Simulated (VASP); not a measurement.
Data:

```
CELL_PARAMETERS angstrom
      3.84095     0.00000     0.00000
     -1.92047     3.32636     0.00000
      0.00000     0.00000     6.44280
ATOMIC_POSITIONS crystal
  Cd 0.00000 0.00000 0.00000
  Cd 0.00000 0.00000 0.50000
  S  0.33333 0.66667 0.25000
  S  0.66667 0.33333 0.75000
```

Method: r2SCAN meta-GGA, VASP's PBE PAW potentials (set 64) (plane waves; VASP 6.6.1). Numerical set-up: 400 eV cut-off, 8×8×4 Γ-centred mesh, tetrahedra with Blöchl corrections, potentials Cd S.

Q: Give the energies of bands 13 to 21 at the high-symmetry points, in eV from the valence-band maximum.

A: 
```csv
band,Γ,M,K,A,L,H
13,-4.92,-4.49,-4.84,-3.50,-4.69,-4.22
14,-0.93,-3.81,-3.05,-3.50,-4.69,-4.22
15,-0.77,-3.14,-2.28,-0.36,-1.34,-3.42
16,-0.77,-2.11,-2.28,-0.36,-1.34,-3.42
17,0.00,-1.43,-1.98,-0.36,-1.19,-0.37
18,0.00,-0.05,-1.98,-0.36,-1.19,-0.37
19,1.24,2.94,1.46,3.64,2.56,4.08
20,4.01,4.21,5.92,3.64,2.56,4.08
21,7.31,4.36,7.44,7.34,6.36,4.92
```

The gap is direct, 1.24 eV, from the valence maximum at Γ to the conduction minimum at Γ.

The structure was generated: CdS was put into the NiAs type (P6_3/mmc), which need not be its known phase. It was relaxed first, which changed the volume by +8 %.
